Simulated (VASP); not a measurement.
The input files of a VASP run:

**KPOINTS**
```
k-points along high-symmetry lines
5
Line-mode
Reciprocal
  0.000000   0.000000   0.000000 ! GAMMA
  0.500000   0.000000   0.000000 ! M

  0.500000   0.000000   0.000000 ! M
  0.333333   0.333333   0.000000 ! K

  0.333333   0.333333   0.000000 ! K
  0.000000   0.000000   0.000000 ! GAMMA

  0.000000   0.000000   0.000000 ! GAMMA
  0.000000   0.000000   0.500000 ! A

  0.000000   0.000000   0.500000 ! A
  0.500000   0.000000   0.500000 ! L

  0.500000   0.000000   0.500000 ! L
  0.333333   0.333333   0.500000 ! H

  0.333333   0.333333   0.500000 ! H
  0.000000   0.000000   0.500000 ! A

  0.500000   0.000000   0.500000 ! L
  0.500000   0.000000   0.000000 ! M

  0.333333   0.333333   0.500000 ! H
  0.333333   0.333333   0.000000 ! K
```

**POSCAR**
```
Te
1
    2.2300000000    -3.8624730000     0.0000000000
    2.2300000000     3.8624730000     0.0000000000
    0.0000000000     0.0000000000     5.9300000000
Te
3
Direct
  0.0000000000   0.2630000000   0.6666670000
  0.7370000000   0.7370000000   0.0000000000
  0.2630000000   0.0000000000   0.3333330000
```

### INCAR
```
SYSTEM = Te
PREC = Accurate
ENCUT = 400
EDIFF = 1E-6
NELM = 100
ALGO = Normal
LREAL = .FALSE.
LASPH = .TRUE.
ISMEAR = 0
SIGMA = 0.05
GGA = PE
LMAXMIX = 4
LWAVE = .FALSE.
LCHARG = .FALSE.
ISIF = 2
```

POTCAR, in this order: Te (PBE.64 set). Program: vasp_std.

The run wrote:

### standard output
```
 POSCAR found type information on POSCAR Te
 POSCAR found :  1 types and       3 ions
 Reading from existing POTCAR
 Reading from existing POTCAR
 LDA part: xc-table for (Slater+PW92), standard interpolation
 POSCAR, INCAR and KPOINTS ok, starting setup
 WAVECAR not read
 entering main loop
       N       E                     dE             d eps       ncg     rms          rms(c)
DAV:   1     0.698535744567E+02    0.69854E+02   -0.56465E+03  1170   0.891E+02
DAV:   2    -0.408941635519E+01   -0.73943E+02   -0.71127E+02  1558   0.144E+02
DAV:   3    -0.860650799821E+01   -0.45171E+01   -0.44801E+01  1395   0.409E+01
DAV:   4    -0.869422592002E+01   -0.87718E-01   -0.87650E-01  1598   0.688E+00
DAV:   5    -0.869520120461E+01   -0.97528E-03   -0.97527E-03  1428   0.650E-01    0.124E+01
DAV:   6    -0.866837982987E+01    0.26821E-01   -0.25915E-02  1310   0.109E+00    0.792E+00
DAV:   7    -0.866269103336E+01    0.56888E-02   -0.57017E-02  1230   0.165E+00    0.338E-01
DAV:   8    -0.866164931828E+01    0.10417E-02   -0.96302E-03  1200   0.634E-01    0.211E-01
DAV:   9    -0.866170304346E+01   -0.53725E-04   -0.27319E-04  1485   0.129E-01    0.102E-01
DAV:  10    -0.866177162651E+01   -0.68583E-04   -0.83341E-05  1218   0.670E-02    0.260E-02
DAV:  11    -0.866176939961E+01    0.22269E-05   -0.14867E-05  1375   0.252E-02    0.124E-02
DAV:  12    -0.866176991082E+01   -0.51121E-06   -0.15631E-06   838   0.878E-03
   1 F= -.86617699E+01 E0= -.86614816E+01  d E =-.576528E-03
```

**OUTCAR**
```
------------------------ aborting loop because EDIFF is reached ----------------------------------------
  FORCE on cell =-STRESS in cart. coord.  units (eV):
  Direction    XX          YY          ZZ          XY          YZ          ZX
  --------------------------------------------------------------------------------------
  Total        3.2280883      3.2280878      0.9312008      0.0000000      0.0000000      0.0000000
  in kB       50.6291907     50.6291828     14.6049110      0.0000000      0.0000000      0.0000000
  external PRESSURE =      38.6210948 kB  Pullay stress =       0.0000000 kB
  volume of cell :      102.15
      direct lattice vectors                 reciprocal lattice vectors
     2.230000000 -3.862473000  0.000000000     0.224215247 -0.129450743  0.000000000
     2.230000000  3.862473000  0.000000000     0.224215247  0.129450743  0.000000000
     0.000000000  0.000000000  5.930000000     0.000000000  0.000000000  0.168634064
 POSITION                                       TOTAL-FORCE (eV/Angst)
 -----------------------------------------------------------------------------------
      0.58649      1.01583      3.95334         0.017004      0.029452     -0.000000
      3.28702      0.00000      0.00000        -0.034008      0.000000     -0.000000
      0.58649     -1.01583      1.97666         0.017004     -0.029452      0.000000
 -----------------------------------------------------------------------------------
    total drift:                               -0.000175     -0.000395      0.000009
  FREE ENERGIE OF THE ION-ELECTRON SYSTEM (eV)
  ---------------------------------------------------
  free  energy   TOTEN  =        -8.6617699108 eV

  energy  without entropy=       -8.6611933829  energy(sigma->0) =       -8.66148165
```
(Selected blocks of OUTCAR.)

Read input and log: which fault does this run have?
(A) a metal was run with a tiny SIGMA on a coarse mesh
(B) a line-mode KPOINTS file was used for a self-consistent run
(C) ALGO = VeryFast starts from random orbitals with almost no delay (NELMDL = -1)
(D) one atom is typed twice, on or next to the same site

B, a line-mode KPOINTS file was used for a self-consistent run. The run ends without an error. Against the sound run, the energy per atom (σ→0) rises by 0.246 eV/atom; the pressure rises by 1.87 GPa; the largest force decreases by 0.276 eV/Å.

To mend it, correct KPOINTS.
KPOINTS:
```
Automatic mesh
0
Gamma
5 5 4
0 0 0
```
The mended run (PBE GGA, plane waves, VASP's PBE PAW potentials (set 64)) converges, and its OSZICAR ends with
```
   1 F= -.93979939E+01 E0= -.93979939E+01  d E =-.361702E-14
```

The compound is Te in the trig structure. The cell was not relaxed at this level.
